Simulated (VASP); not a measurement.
These are r2SCAN meta-GGA, VASP's PBE PAW potentials (set 64) (plane waves; VASP) values and carry that method's errors.

Gaps are without spin-orbit coupling.

```
Quantity                                               Value
---------------------------------------------  -------------
volume per atom                                13.38 Å³/atom
band gap (over mesh and band path)                   2.17 eV
smallest direct gap (over mesh and band path)        2.26 eV
```

Q: Which relaxed crystal gives these values?
A. CeO2, Fm-3m (225)
B. CuI, F-43m (216)
C. MgZn3S4, P-43m (215)
D. Al2O3, R3m (160)

A: A, CeO2, Fm-3m (225)
